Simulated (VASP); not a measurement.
VASP ran on this input.

File POSCAR:
```
CsBr
1
    4.1474101829    -0.0000000000     0.0000000000
    0.0000000000     4.1474101829     0.0000000000
   -0.0000000000     0.0000000000     4.1474101829
Cs Br
1 1
Direct
  0.0000000000   0.0000000000   0.0000000000
  0.5000000000   0.5000000000   0.5000000000
```

**INCAR**
```
LCHARG  =  .FALSE.
SYSTEM  =  CsBr
LWAVE  =  .FALSE.
IBRION  =  2   # conjugate gradients
EDIFF  =  1E-6   # SCF stop (eV)
ISMEAR  =  0
EDIFFG  =  -0.01
PREC  =  Accurate
LREAL  =  .FALSE.
NELM  =  100   # most electronic steps
LASPH  =  .TRUE.
NSW  =  60
ENCUT  =  520   # plane-wave cut-off (eV)
ALGO  =  Normal
ISIF  =  3
SIGMA  =  0.05
LMAXMIX  =  4   # l cut-off of mixed one-centre charges
```

**KPOINTS**
```
Automatic
0
G
  6 6 6
0 0 0
```

POTCAR, in this order: Cs_sv Br (LDA.64 set). Program: vasp_std.

Q: Translate this LDA calculation to Quantum ESPRESSO's pw.x.

A: One equivalent input (not run):
```
&CONTROL
  calculation = 'vc-relax'
  pseudo_dir = './pseudo'
  outdir = './out'
  tprnfor = .true.
  tstress = .true.
  nstep = 60
  forc_conv_thr = 0.00039
/
&SYSTEM
  ibrav = 0
  nat = 2
  ntyp = 2
  ecutwfc = 48
  occupations = 'smearing'
  smearing = 'gaussian'
  degauss = 0.003675
  input_dft = 'pz'
/
&ELECTRONS
  conv_thr = 7.3e-08
  electron_maxstep = 100
/
&IONS
/
&CELL
/
ATOMIC_SPECIES
  Cs 132.905 Cs.upf
  Br 79.904 Br.upf
CELL_PARAMETERS angstrom
     4.1474102   -0.0000000    0.0000000
     0.0000000    4.1474102    0.0000000
    -0.0000000    0.0000000    4.1474102
ATOMIC_POSITIONS crystal
  Cs   0.0000000  0.0000000  0.0000000
  Br   0.5000000  0.5000000  0.5000000
K_POINTS automatic
  6 6 6 0 0 0
```
Limits of the translation: the potentials are each code's own (VASP's PAW set, PseudoDojo norm-conserving files in pw.x), so ENCUT and ecutwfc are chosen apart and not converted; conv_thr bounds pw.x's estimated SCF error, while EDIFF bounds the energy change between steps; forc_conv_thr acts on force components and is met together with etot_conv_thr.

The compound is CsBr in the CsCl type structure. It was relaxed first, which changed the volume by -10 %. The start is the result of an earlier pass.
